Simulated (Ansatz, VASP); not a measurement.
**Two plane-wave programs on Sr2C**

Contents of POSCAR:

```
Sr2C
1.0
    0.0000000000      3.4609467182      3.3505788860
    3.4609467182      0.0000000000      3.3505788860
    3.4609467182      3.4609467182      0.0000000000
C Sr
1 2
Direct
    0.0000000000      0.0000000000      0.0000000000
    0.2500000000      0.2500000000      0.2500000000
    0.7500000000      0.7500000000      0.7500000000
```

INCAR.step1

```
SYSTEM = Sr2C
ALGO = Normal
EDIFF = 1E-4
ENCUT = 520
GGA = PE
ISMEAR = -1
LASPH = .TRUE.
LCHARG = .FALSE.
LREAL = .FALSE.
LWAVE = .TRUE.
NBANDS = 19
NELM = 80
PREC = Accurate
SIGMA = 0.02
```

INCAR.step2

```
SYSTEM = Sr2C
ALGO = Normal
EDIFF = 1E-7
ENCUT = 520
ISIF = 2
ISMEAR = -1
ISTART = 1
LASPH = .TRUE.
LCHARG = .FALSE.
LMIXTAU = .TRUE.
LREAL = .FALSE.
LWAVE = .FALSE.
METAGGA = R2SCAN
NBANDS = 19
NELM = 80
PREC = Accurate
SIGMA = 0.02
```

Contents of KPOINTS:

```
k-points
0
G
  6 6 6
  0 0 0
```

Input for Ansatz:

```yaml
crystal:
  lattice:
    - [0.0, 3.4609467182, 3.350578886]
    - [3.4609467182, 0.0, 3.350578886]
    - [3.4609467182, 3.4609467182, 0.0]
  atoms:
    - { symbol: C, position: [0.0, 0.0, 0.0] }
    - { symbol: Sr, position: [0.25, 0.25, 0.25] }
    - { symbol: Sr, position: [0.75, 0.75, 0.75] }
kpoints:
  mp_grid: { grid: [6, 6, 6] }
  band_path:
    path:
      - [0.0, 0.0, 0.0]
      - [0.5, 0.0, 0.5]
      - [0.625, 0.25, 0.625]
      - [0.375, 0.375, 0.75]
      - [0.5, 0.5, 0.5]
      - [0.5, 0.25, 0.75]
      - [-0.003418, 0.448568, 0.44515]
    npoints: 1
hamiltonian:
  xc: r2scan
scf:
  occupations: { method: fermi_dirac, width: 0.02 }
  n_extra_bands: 4
output:
  forces: true
  stress: true
  eigenvalues: true
```

Change from the starting cell: epitaxial_xy strain +3.0%.

Alike in both runs: task single point; functional r2SCAN; k mesh 6 × 6 × 6; occupations fermi-dirac, width 0.02 eV; no spin polarisation.

|  | VASP | Ansatz |
| --- | --- | --- |
| version | VASP 6.6.1 | Ansatz 0.2.0 |
| potentials or method | VASP PAW PBE potentials, release 64 (C, Sr_sv) | plane waves, PAW |
| plane-wave cutoff (eV) | 520 | 500 |
| valence electrons in the cell | 24 | 24 |

|  | VASP | Ansatz | Ansatz less VASP |
| --- | --- | --- | --- |
| pressure (GPa) | -1.8 | -2.0 | -0.15 |
| largest component of the traceless stress (GPa) | 1.95 | 1.97 | +0.016 |

Caveats: the PAW data sets were made with another functional, which shifts forces and pressure a little (VASP).
